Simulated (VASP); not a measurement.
Input of a VASP 6.6.1 run:

The input INCAR:

```
SYSTEM = BeZn2Se3
PREC = Normal ; ENCUT = 520
EDIFF = 1E-5 ; ISMEAR = 0
SIGMA = 0.05 ; LREAL = Auto
LASPH = .True. ; NELM = 80
ALGO = Fast ; ISIF = 3
LWAVE = .False. ; LCHARG = .False.
GGA = PE ; IBRION = 2
NSW = 110 ; EDIFFG = -0.03
ISYM = 0 ; KPAR = 2
```

Contents of KPOINTS:

```
regular mesh
0
Gamma
  3 3 3
  0 0 0
```

The input POSCAR:

```
BeZn2Se3
1.0
    5.8888046400     -3.3139069700     -0.0214180800
    5.9636538400      3.4435001900      0.0119869600
   -0.0051596600      0.0316420700      6.4599401000
Be Zn Se
2 4 6
Direct
    0.8619106200      0.1333441200      0.0440234000
    0.1187393800      0.8942540100      0.4744945700
    0.5195929400      0.8199338700      0.9776304600
    0.1494708000      0.4894186000      0.0272713800
    0.4601710000      0.1883238100      0.5205296600
    0.8409911000      0.4815993100      0.4948789600
    0.4825068600      0.2078367000      0.9053991500
    0.8150279700      0.4987867600      0.9043165500
    0.1049094400      0.8898801500      0.8322066600
    0.1981202800      0.5124184400      0.3546952700
    0.5007367500      0.7980643800      0.4092802900
    0.8433141700      0.0938420700      0.3596633700
```

Potentials or basis: VASP PAW PBE potentials, release 64 (Be, Zn, Se).

Launch:

```console
$ cat potpaw_PBE.64/Be/POTCAR potpaw_PBE.64/Zn/POTCAR potpaw_PBE.64/Se/POTCAR > POTCAR
$ mpirun -np 2 vasp_std > vasp.out
```

Question: Predict the space group after relaxing (to 0.05 Å).

Answer: Cmc2_1 (No. 36).

Question: What does it give for the relaxed cell?

Answer: a = 6.780 Å, b = 6.783 Å, c = 6.425 Å, α = 90.05°, β = 90.01°, γ = 60.05°.

Forces on the atoms (eV/Å):
```
Be  -0.010 -0.006  0.003
Be   0.010  0.011 -0.006
Zn  -0.006  0.002 -0.002
Zn  -0.009 -0.024  0.009
Zn   0.008  0.009 -0.001
Zn   0.004  0.016  0.010
Se   0.001 -0.006 -0.001
Se   0.001 -0.007  0.007
Se   0.000 -0.019 -0.006
Se   0.008  0.010 -0.010
Se   0.004  0.007 -0.002
Se  -0.012  0.007 -0.001
```
